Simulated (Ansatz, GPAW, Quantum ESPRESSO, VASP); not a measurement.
## Code comparison for CrB (Cmcm, 4 atoms in the cell)

Self-consistent single point, at a second geometry (lattice scaled by 0.98). First geometry:

```xyz
4
Lattice="1.4517 -3.8991 0.0000 1.4517 3.8991 0.0000 0.0000 0.0000 2.9019" Properties=species:S:1:pos:R:3 pbc="T T T"
Cr     1.4517    -2.7654     2.1765
Cr     1.4517     2.7654     0.7255
B      1.4517    -0.5064     2.1765
B      1.4517     0.5064     0.7255
```

Shared settings, as Ansatz (a quantum-chemistry and plane-wave program) writes them: kpoints.mp_grid.grid = 8 8 8; scf.occupations.method = fermi_dirac; scf.occupations.width = 0.1 eV. Potentials and cutoffs stand in the table.

```
code                                                              model  ΔF from the first geometry (meV/atom)  pressure (GPa)  largest force (eV/Å)   cutoff
----------------  -----------------------------------------------------  -------------------------------------  --------------  --------------------  -------
Quantum ESPRESSO   PBEsol, GBRV 1.5 ultrasoft (PBESOL) pseudopotentials                                   23.1           18.81                 0.215    50 Ry
GPAW              PBEsol, GPAW PAW datasets PBEsol (made by gpaw-setup)                                   31.5               –                 0.317   950 eV
Ansatz                          PBEsol, default PAW files made with PBE                                   22.6           18.54                 0.204  default
VASP                         PBEsol, VASP's PBE PAW potentials (set 64)                                   22.9           17.72                 0.225   400 eV
```

For VASP (by 1.0 GPa) the energy change implies a higher mean pressure, against the two pressures, than for the other programs: a sign of finite-basis (Pulay) stress.

Size of the force on each atom (eV/Å): Sizes of forces hide their directions.

| code | Cr1 | Cr2 | B3 | B4 |
|---|---|---|---|---|
| Quantum ESPRESSO | 0.215 | 0.215 | 0.172 | 0.172 |
| GPAW | 0.317 | 0.317 | 0.129 | 0.129 |
| Ansatz | 0.204 | 0.204 | 0.168 | 0.168 |
| VASP | 0.225 | 0.225 | 0.187 | 0.187 |

A dash marks a value that a program does not give, or that is left out as unsure.

On Ansatz's run: spin polarisation is off.

The spread over the programs that give each value: ΔF from the first geometry within 8.9 meV/atom; pressure within 1.09 GPa; largest force within 0.113 eV/Å.

Ansatz's pressure is given at a fixed set of plane waves, as the other plane-wave codes print theirs; with its correction for the finite basis it is 18.77 GPa (the shift of 0.23 GPa shows how far the cutoff is from converged). The pressure of GPAW is left out: its cutoff lies under the one at which its stress was checked. In the force vectors, GPAW (by 0.097) lies more than 0.08 eV/Å from the median of the plane-wave programs.

VASP's run is marked for a possible Pulay error in its stress at this cutoff; no cutoff test was made.

The starting cell comes from a database of computed structures (which also holds hypothetical and non-ambient phases and stackings), without a prior relaxation at this level. For this run, on top of that: lattice scaled by 0.98.

Left out of this page: CP2K, Elk, FLEUR and SIESTA (not drawn, or without a comparable value).

Keys are those of Ansatz 0.2.
